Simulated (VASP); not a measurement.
Elastic constants (GPa) of a crystal from VASP 6.6.1 with PBE GGA, VASP's PBE PAW potentials (set 64):

```json
[
 {"": "xx", "xx": "374.9", "yy": "128.0", "zz": "98.2", "yz": "0.0", "xz": "0.0", "xy": "0.0"},
 {"": "yy", "xx": "128.0", "yy": "374.9", "zz": "98.2", "yz": "0.0", "xz": "0.0", "xy": "0.0"},
 {"": "zz", "xx": "98.2", "yy": "98.2", "zz": "353.3", "yz": "0.0", "xz": "0.0", "xy": "0.0"},
 {"": "yz", "xx": "0.0", "yy": "0.0", "zz": "0.0", "yz": "112.5", "xz": "0.0", "xy": "0.0"},
 {"": "xz", "xx": "0.0", "yy": "0.0", "zz": "0.0", "yz": "0.0", "xz": "112.5", "xy": "0.0"},
 {"": "xy", "xx": "0.0", "yy": "0.0", "zz": "0.0", "yz": "0.0", "xz": "0.0", "xy": "123.4"}
]
```

Task: Work out the Voigt, Reuss and Hill moduli, Young's modulus and Poisson's ratio.

Result: All eigenvalues are positive (smallest 112.5 GPa), so the crystal is stable. K_V = (C11+C22+C33+2(C12+C13+C23))/9 = (1103.1 + 2×324.4)/9 = 194.7 GPa; G_V = (1103.1 − 324.4 + 3×348.4)/15 = 121.6 GPa. From the compliances, K_R = 193.9 GPa and G_R = 120.9 GPa. Hill: K = 194.3 GPa, G = 121.2 GPa, E = 9KG/(3K+G) = 301.1 GPa, ν = (3K−2G)/(2(3K+G)) = 0.242. K/G = 1.60, below Pugh's 1.75; universal anisotropy A^U = 0.03.

Task: With a density of 3.20 g/cm³, what are the mean sound speeds?

Result: v_l = √((K+4G/3)/ρ) = 10.55 km/s and v_t = √(G/ρ) = 6.15 km/s. The crystal is AlN (wurtzite), hexagonal.

The compound is AlN in the wurtzite structure. It was relaxed first.
